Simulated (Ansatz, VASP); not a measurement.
# SnSe2 in two plane-wave programs, part 2 of 2

One calculation is typed for both programs; each brings its own data sets. How far apart do they land? The cell is taken from a series of runs on this material, whose earlier steps may have relaxed, scaled, displaced or heated it; both programs get it as it stands.

VASP 6.6.1 and Ansatz 0.2.0.

So far: Starting point; Ansatz: G0W0 gap, PBEsol.

## 3. VASP: G0W0 gap, PBEsol

Level of this step: G0W0 on PBEsol; plane waves and PAW (Sn_d_GW, Se_GW) (VASP).

The same cell, functional and mesh now go to VASP, with its own data sets.

Lines of VASP's logs that name or quote its potential files are left out, and so is its time.

The run reads the wave functions of an earlier VASP run, which isn't shown here.

Contents of INCAR:

```
SYSTEM = SnSe2
PREC = Accurate
ENCUT = 300
ISMEAR = 0
SIGMA = 0.01
LREAL = .FALSE.
GGA = PS
NBANDS = 192
ALGO = EVGW0
NELMGW = 1
ENCUTGW = 100
NOMEGA = 64
PRECFOCK = Fast
NBANDSGW = 32
LWAVE = .FALSE.
LCHARG = .FALSE.
```

Contents of POSCAR:

```
SnSe2
1.0
    3.8110000000      0.0000000000      0.0000000000
   -1.9055000000      3.3004228138      0.0000000000
    0.0000000000      0.0000000000      6.1360000000
Sn Se
1 2
Direct
    0.0000000000      0.0000000000      0.0000000000
    0.3333333333      0.6666666667      0.2614399677
    0.6666666667      0.3333333333      0.7385600323
```

Contents of KPOINTS:

```
Automatic mesh
0
Gamma
6 6 4
0 0 0
```

The projector-augmented-wave data sets are Sn_d_GW and Se_GW (PBE family, release 64).

Run with:

```sh
$ mpirun -np 16 vasp_std
```

Numbers of over 12 decimals in the logs are rounded to 6 here.

Output:

```text
[banner, memory and clock lines left out]
running   16 mpi-ranks, on    1 nodes
 distrk:  each k-point on   16 cores,    1 groups
 distr:  one band on    1 cores,   16 groups

 POSCAR found type information on POSCAR SnSe
 POSCAR found :  2 types and       3 ions
|                                                                             |
|           W    W    AA    RRRRR   N    N  II  N    N   GGGG   !!!           |
|           W    W   A  A   R    R  NN   N  II  NN   N  G    G  !!!           |
|           W    W  A    A  R    R  N N  N  II  N N  N  G       !!!           |
|           W WW W  AAAAAA  RRRRR   N  N N  II  N  N N  G  GGG   !            |
|           WW  WW  A    A  R   R   N   NN  II  N   NN  G    G                |
|           W    W  A    A  R    R  N    N  II  N    N   GGGG   !!!           |
|                                                                             |
|     For optimal performance we recommend to set                             |
|       NCORE = 2 up to number-of-cores-per-socket                            |
|     NCORE specifies how many cores store one orbital (NPAR=cpu/NCORE).      |
|     This setting can greatly improve the performance of VASP for DFT.       |
|     The default, NCORE=1 might be grossly inefficient on modern             |
|     multi-core architectures or massively parallel machines. Do your        |
|     Unfortunately you need to use the default for GW and RPA                |
|     calculations (for HF NCORE is supported but not extensively tested      |
|     yet).                                                                   |
|                                                                             |

|                                                                             |
|               ----> ADVICE to this user running VASP <----                  |
|                                                                             |
|     You enforced a specific xc type in the INCAR file but a different       |
|     [... a line on the potential file left out ...]
|     I HOPE YOU KNOW WHAT YOU ARE DOING!                                     |
|                                                                             |

|                                                                             |
|           W    W    AA    RRRRR   N    N  II  N    N   GGGG   !!!           |
|           W    W   A  A   R    R  NN   N  II  NN   N  G    G  !!!           |
|           W    W  A    A  R    R  N N  N  II  N N  N  G       !!!           |
|           W WW W  AAAAAA  RRRRR   N  N N  II  N  N N  G  GGG   !            |
|           WW  WW  A    A  R   R   N   NN  II  N   NN  G    G                |
|           W    W  A    A  R    R  N    N  II  N    N   GGGG   !!!           |
|                                                                             |
|     The default for ENCUTGWSOFT is different in this version of VASP.       |
|     please manually set ENCUTGWSOFT =100 in the INCAR file.                 |
|                                                                             |

 LDA part: xc-table for (Slater+PW92), standard interpolation
 found WAVECAR, reading the header
 POSCAR, INCAR and KPOINTS ok, starting setup
 FFT: planning ... GRIDC
 FFT: planning ... GRID_SOFT
 FFT: planning ... GRID
 reading WAVECAR
 the WAVECAR file was read successfully
 initial charge from wavefunction
 available memory per node:     14.73 GB, setting MAXMEM to     15087

 The Fermi energy was updated, please check that it is located mid-gap
 values below the HOMO (VB) or above the LUMO (CB) will cause erroneous energies
 E-fermi :   3.5568

 calculate exact exchange contribution
 the WAVEDER file was read successfully
energies w=
    0.000    0.000    0.288    0.000    0.576    0.000    0.862    0.000
    1.146    0.000    1.428    0.000    1.707    0.000    1.982    0.000
    2.254    0.000    2.522    0.000    2.787    0.000    3.048    0.000
    3.305    0.000    3.559    0.000    3.809    0.000    4.057    0.000
    4.302    0.000    4.545    0.000    4.786    0.000    5.026    0.000
    5.265    0.000    5.504    0.000    5.743    0.000    5.983    0.000
    6.225    0.000    6.469    0.000    6.715    0.000    6.966    0.000
    7.220    0.000    7.480    0.000    7.746    0.000    8.020    0.000
    8.302    0.000    8.593    0.000    8.896    0.000    9.212    0.000
    9.541    0.000    9.888    0.000   10.254    0.000   10.641    0.000
   11.054    0.000   11.494    0.000   11.968    0.000   12.481    0.000
   13.037    0.000   13.646    0.000   14.317    0.000   15.060    0.000
   15.890    0.000   16.825    0.000   17.888    0.000   19.109    0.000
   20.528    0.000   22.198    0.000   24.193    0.000   26.621    0.000
   29.637    0.000   33.484    0.000   38.556    0.000   45.539    0.000
   55.748    0.000   72.054    0.000  102.163    0.000  176.192    0.000
 responsefunction array rank=     192
 LDA part: xc-table for (Slater+PW92), standard interpolation

 min. memory requirement per mpi rank    239.0 MB, per node   3824.5 MB

 allocating   4 responsefunctions rank=   192
 shmem allocating  64 responsefunctions rank=   192
 response function shared by NCSHMEM nodes    1
 Doing            4  frequencies on each core in blocks of           64
NQ=   1    0.0000    0.0000    0.0000,
|.........|.........|.........|.........|.........|.........|.........|.........
 performed        965000 updates of chi_q(r,r)
 total number of BLAS operations        200.13 Gflops
NQ=   2    0.1667   -0.0000    0.0000,
|.........|.........|.........|.........|.........|.........|.........|.........
 performed       3036000 updates of chi_q(r,r)
 total number of BLAS operations        673.33 Gflops
NQ=   3    0.3333    0.0000    0.0000,
|.........|.........|.........|.........|.........|.........|.........|.........
 performed       5107000 updates of chi_q(r,r)
 total number of BLAS operations       1163.48 Gflops
NQ=   4    0.5000    0.0000    0.0000,
|.........|.........|.........|.........|.........|.........|.........|.........
 performed       6526000 updates of chi_q(r,r)
 total number of BLAS operations       1491.72 Gflops
NQ=   5    0.1667    0.1667    0.0000,
|.........|.........|.........|.........|.........|.........|.........|.........
 performed       8597000 updates of chi_q(r,r)
 total number of BLAS operations       1999.12 Gflops
NQ=   6    0.3333    0.1667    0.0000,
|.........|.........|.........|.........|.........|.........|.........|.........
 performed      11036000 updates of chi_q(r,r)
 total number of BLAS operations       2624.47 Gflops
NQ=   7    0.3333    0.3333    0.0000,
|.........|.........|.........|.........|.........|.........|.........|.........
 performed      12246000 updates of chi_q(r,r)
 total number of BLAS operations       2948.87 Gflops
NQ=   8    0.0000    0.0000    0.2500,
|.........|.........|.........|.........|.........|.........|.........|.........
 performed      13456000 updates of chi_q(r,r)
 total number of BLAS operations       3255.79 Gflops
NQ=   9    0.1667   -0.0000    0.2500,
|.........|.........|.........|.........|.........|.........|.........|.........
 performed      15527000 updates of chi_q(r,r)
 total number of BLAS operations       3734.60 Gflops
NQ=  10    0.0000    0.1667    0.2500,
|.........|.........|.........|.........|.........|.........|.........|.........
 performed      17573000 updates of chi_q(r,r)
 total number of BLAS operations       4207.74 Gflops
NQ=  11    0.3333    0.0000    0.2500,
|.........|.........|.........|.........|.........|.........|.........|.........
 performed      19644000 updates of chi_q(r,r)
 total number of BLAS operations       4715.14 Gflops
NQ=  12    0.0000    0.3333    0.2500,
|.........|.........|.........|.........|.........|.........|.........|.........
 performed      21690000 updates of chi_q(r,r)
 total number of BLAS operations       5216.51 Gflops
NQ=  13    0.5000    0.0000    0.2500,
|.........|.........|.........|.........|.........|.........|.........|.........
 performed      23761000 updates of chi_q(r,r)
 total number of BLAS operations       5729.72 Gflops
NQ=  14    0.1667    0.1667    0.2500,
|.........|.........|.........|.........|.........|.........|.........|.........
 performed      26200000 updates of chi_q(r,r)
 total number of BLAS operations       6327.44 Gflops
NQ=  15    0.3333    0.1667    0.2500,
|.........|.........|.........|.........|.........|.........|.........|.........
 performed      28639000 updates of chi_q(r,r)
 total number of BLAS operations       6945.82 Gflops
NQ=  16   -0.1667    0.5000    0.2500,
|.........|.........|.........|.........|.........|.........|.........|.........
 performed      31078000 updates of chi_q(r,r)
 total number of BLAS operations       7564.20 Gflops
NQ=  17    0.3333    0.3333    0.2500,
|.........|.........|.........|.........|.........|.........|.........|.........
 performed      32436000 updates of chi_q(r,r)
 total number of BLAS operations       7916.28 Gflops
NQ=  18    0.0000    0.0000    0.5000,
|.........|.........|.........|.........|.........|.........|.........|.........
 performed      33401000 updates of chi_q(r,r)
 total number of BLAS operations       8160.90 Gflops
NQ=  19    0.1667   -0.0000    0.5000,
|.........|.........|.........|.........|.........|.........|.........|.........
 performed      35472000 updates of chi_q(r,r)
 total number of BLAS operations       8697.70 Gflops
NQ=  20    0.3333    0.0000    0.5000,
|.........|.........|.........|.........|.........|.........|.........|.........
 performed      37543000 updates of chi_q(r,r)
 total number of BLAS operations       9176.52 Gflops
NQ=  21    0.5000    0.0000    0.5000,
|.........|.........|.........|.........|.........|.........|.........|.........
 performed      38962000 updates of chi_q(r,r)
 total number of BLAS operations       9544.52 Gflops
NQ=  22    0.1667    0.1667    0.5000,
|.........|.........|.........|.........|.........|.........|.........|.........
 performed      41033000 updates of chi_q(r,r)
 total number of BLAS operations      10057.73 Gflops
NQ=  23    0.3333    0.1667    0.5000,
|.........|.........|.........|.........|.........|.........|.........|.........
 performed      43472000 updates of chi_q(r,r)
 total number of BLAS operations      10662.29 Gflops
NQ=  24    0.3333    0.3333    0.5000,
|.........|.........|.........|.........|.........|.........|.........|.........
 performed      44682000 updates of chi_q(r,r)
 total number of BLAS operations      10997.42 Gflops
 resolving degeneracies of screened two electron integrals

 calculate QP shifts <psi_nk| G(iteration)W_0 |psi_nk>: iteration 1
 entering main loop
```

From OUTCAR (step 3):

```text
ion  position               nearest neighbor table
   1  0.000  0.000  0.000-   2 2.72   3 2.72   2 2.72   3 2.72   3 2.72   2 2.72
   2  0.333  0.667  0.261-   1 2.72   1 2.72   1 2.72
   3  0.667  0.333  0.739-   1 2.72   1 2.72   1 2.72

  LATTYP: Found a hexagonal cell.
 ALAT       =     3.8110000000
 C/A-ratio  =     1.6100760955

 Subroutine GETGRP returns: Found 12 space group operations
 (whereof 12 operations were pure point group operations)

The static configuration has the point symmetry D_3d.

 Found     24 irreducible k-points:

   k-points           NKPTS =     24   k-points in BZ     NKDIM =    144   number of bands    NBANDS=    192

   dimension x,y,z NGX =    24 NGY =   24 NGZ =   36
   dimension x,y,z NGXF=    48 NGYF=   48 NGZF=   72

   ENCUT  =  300.0 eV  22.05 Ry    4.70 a.u.   5.38  5.38  8.67*2*pi/ulx,y,z

   NELECT =      26.0000    total number of electrons

  energy-cutoff  :      300.00
  volume of cell :       77.18
      direct lattice vectors                 reciprocal lattice vectors
     3.811000000  0.000000000  0.000000000     0.262398321  0.151495741  0.000000000
    -1.905500000  3.300422814  0.000000000     0.000000000  0.302991482  0.000000000
     0.000000000  0.000000000  6.136000000     0.000000000  0.000000000  0.162972621

 k-points in reciprocal lattice and weights: Automatic mesh
   0.00000000  0.00000000  0.00000000       0.007
   0.16666667 -0.00000000  0.00000000       0.042
   0.33333333  0.00000000  0.00000000       0.042
   0.50000000  0.00000000  0.00000000       0.021
   0.16666667  0.16666667  0.00000000       0.042
   0.33333333  0.16666667  0.00000000       0.083
   0.33333333  0.33333333  0.00000000       0.014
   0.00000000  0.00000000  0.25000000       0.014
   0.16666667 -0.00000000  0.25000000       0.042
[...]
0.33333333  0.16666667  0.50000000       0.083
   0.33333333  0.33333333  0.50000000       0.014

 E-fermi :   3.5568

 QP shifts <psi_nk| G(iteration)W_0 |psi_nk>: iteration 1
 for sc-GW calculations column KS-energies equals QP-energies in previous step
 and V_xc(KS)=  KS-energies - (<T + V_ion + V_H > + <T+V_H+V_ion>^1  + <V_x>^1)
 k-point   1 :       0.0000    0.0000    0.0000
  band No.  KS-energies  QP-energies   sigma(KS)   V_xc(KS)     V^pw_x(r,r')   Z            occupation Imag(sigma)
    ...
     10       2.7415       2.4263     -12.6976     -12.2639     -14.3340       0.7265       2.0000       0.1009
     11       2.9577       2.6807     -12.6336     -12.2491     -14.2055       0.7207       2.0000       0.0953
     12       2.9577       2.6807     -12.6336     -12.2491     -14.2055       0.7207       2.0000       0.0953
     13       3.1366       2.8470     -12.7818     -12.3836     -14.3734       0.7272       2.0000       0.0923
     14       4.1195       4.4649     -11.1209     -11.5715      -8.1939       0.7665       0.0000      -0.0089
     15       6.2923       6.5986      -9.8382     -10.2361      -5.9195       0.7697       0.0000      -0.0582
     16       7.8801       8.2509     -10.6823     -11.1716      -6.2384       0.7576       0.0000      -0.1115
     17       7.8801       8.2509     -10.6823     -11.1716      -6.2384       0.7576       0.0000      -0.1115
    ...

 k-point   2 :       0.1667   -0.0000    0.0000
  band No.  KS-energies  QP-energies   sigma(KS)   V_xc(KS)     V^pw_x(r,r')   Z            occupation Imag(sigma)
    ...
     10       1.6962       1.4090     -12.0328     -11.6322     -13.8919       0.7170       2.0000       0.1495
     11       1.9196       1.5999     -12.3379     -11.8907     -14.2466       0.7148       2.0000       0.1355
     12       3.1983       2.9008     -12.7223     -12.3133     -14.2754       0.7276       2.0000       0.0882
     13       3.2369       2.9548     -12.7977     -12.4092     -14.2780       0.7261       2.0000       0.0865
     14       5.4122       5.7441     -11.8453     -12.2934      -8.5870       0.7406       0.0000      -0.0442
     15       6.8857       7.2127     -10.0038     -10.4283      -5.9554       0.7703       0.0000      -0.0681
     16       7.9205       8.2937     -10.5363     -11.0295      -6.2732       0.7565       0.0000      -0.1067
     17       8.2438       8.6262     -10.7741     -11.2851      -6.2408       0.7484       0.0000      -0.1244
    ...

 k-point   3 :       0.3333    0.0000    0.0000
  band No.  KS-energies  QP-energies   sigma(KS)   V_xc(KS)     V^pw_x(r,r')   Z            occupation Imag(sigma)
    ...
     10       0.2935      -0.0856     -11.5910     -11.0677     -14.2329       0.7243       2.0000       0.2942
     11       1.0998       0.7645     -12.1096     -11.6406     -14.3176       0.7149       2.0000       0.1936
     12       2.5408       2.2376     -12.1293     -11.7078     -13.7598       0.7193       2.0000       0.1034
     13       3.1190       2.8245     -12.7290     -12.3221     -14.2452       0.7239       2.0000       0.0896
     14       4.7247       4.9733     -11.2949     -11.6283      -8.1195       0.7460       0.0000      -0.0302
     15       7.0146       7.3442     -10.0132     -10.4419      -5.9773       0.7688       0.0000      -0.0735
     16       8.4151       8.7705     -10.5720     -11.0478      -6.0693       0.7470       0.0000      -0.1338
     17       8.7360       8.8952      -8.9983      -9.2067      -4.6734       0.7640       0.0000      -0.1107
    ...

 k-point   4 :       0.5000    0.0000    0.0000
  band No.  KS-energies  QP-energies   sigma(KS)   V_xc(KS)     V^pw_x(r,r')   Z            occupation Imag(sigma)
    ...
     10       0.1547      -0.2277     -11.5886     -11.0588     -14.3439       0.7219       2.0000       0.3116
     11       0.7894       0.4445     -12.0399     -11.5602     -14.3570       0.7191       2.0000       0.2227
     12       1.7421       1.4346     -11.4736     -11.0431     -13.3043       0.7144       2.0000       0.1474
     13       3.0180       2.7165     -12.6873     -12.2701     -14.2334       0.7226       2.0000       0.0927
     14       4.4272       4.6336     -11.3985     -11.6749      -8.4413       0.7465       0.0000      -0.0230
     15       6.8292       7.1319      -9.8107     -10.2027      -5.8103       0.7721       0.0000      -0.0713
     16       8.3261       8.6615     -10.4111     -10.8585      -5.9767       0.7497       0.0000      -0.1305
     17       8.3422       8.4620      -8.8021      -8.9578      -4.6054       0.7697       0.0000      -0.0990
    ...

[... 4 further parts left out ...]
```

## 4. Side by side

Known differences besides the potentials themselves: fixed occupations in Ansatz, narrow Gaussian smearing in VASP; the data sets hold 46 valence electrons in Ansatz (on its PAW soft_1 files) and 26 in VASP; the cutoff is 420 eV in Ansatz and 300 eV in VASP; Ansatz makes its cores anew for this functional, VASP keeps those of its PBE data sets; VASP leaves aspherical gradient terms in its spheres out (LASPH is not set), Ansatz keeps them; Ansatz integrates over frequency by contour deformation, VASP on a grid of NOMEGA points; Ansatz's G0W0 levels solve the quasiparticle equation, VASP's are linearised. Total energies have different zeros and are not compared.

Both answers:

| quantity | Ansatz | VASP | difference |
| --- | --- | --- | --- |
| G0W0 gap on the mesh (eV) | 1.12 | 1.12 | 0.00 |
| Kohn-Sham gap under it (eV) | 0.64 | 0.64 | 0.00 |

## 5. Summary of results

```yaml
difference_in_g0w0_gap_on_the_mesh_g0w0_gap_pbesol: 0.0036 eV
```

What this shows: The difference in G0W0 gap on the mesh is 0.0036 eV (G0W0 gap, PBEsol). The data sets hold unlike numbers of valence electrons (46 in Ansatz and 26 in VASP), so part of the differences comes from the potentials. How closely two codes agree says nothing of how well the functional describes the real material.

[Lines on the potential files, build, host, timing and source positions are cut from VASP's logs without a mark.]

[Logs are printed without paths, hosts, clocks, repeated set-up lines and the standing remarks that a program may print on its own settings, such as how far it seeks lower states.]

[Hosts, paths, dates, database ids (printed as entryN), source tags and the programs' standing remarks are cut or masked in the printed files.]
